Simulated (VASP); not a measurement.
Given:

```cif
data_AuZn
_chemical_formula_sum 'Zn1 Au1'
_space_group_name_H-M_alt 'P 1'
_space_group_IT_number 1
_cell_length_a 3.14732
_cell_length_b 3.14732
_cell_length_c 3.14732
_cell_angle_alpha 90.000
_cell_angle_beta 90.000
_cell_angle_gamma 90.000
loop_
_space_group_symop_operation_xyz
  'x, y, z'
loop_
_atom_site_label
_atom_site_type_symbol
_atom_site_fract_x
_atom_site_fract_y
_atom_site_fract_z
_atom_site_occupancy
Zn1 Zn 0.50000 0.50000 0.50000 1
Au1 Au 0.00000 0.00000 0.00000 1
```

Computed with r2SCAN meta-GGA, VASP's PBE PAW potentials (set 64) (plane waves; VASP). Numerical set-up: 480 eV cut-off, 10×10×10 Γ-centred mesh, first-order Methfessel-Paxton smearing of 0.10 eV, potentials Zn Au.

Each relaxation starts from this cell; other phases were not tried.

Question: The cell is relaxed at 10 GPa. What happens?

Answer: The volume per atom goes from 15.59 to 14.70 Å³ (-5.7 %), and the cell becomes a = 3.0866 Å, b = 3.0866 Å, c = 3.0866 Å, α = 90.00°, β = 90.00°, γ = 90.00°, space group Pm-3m.

Question: The cell is relaxed at 20 GPa. What happens?

Answer: The volume per atom goes from 15.59 to 14.03 Å³ (-10.0 %), and the cell becomes a = 3.0386 Å, b = 3.0386 Å, c = 3.0386 Å, α = 90.00°, β = 90.00°, γ = 90.00°, space group Pm-3m.

Failed runs are left out, and for metals the shear rows, which the mesh's noise covers.

The compound is AuZn in the CsCl type structure. The electron count is odd and the run is not spin-polarised, which forces a metal.
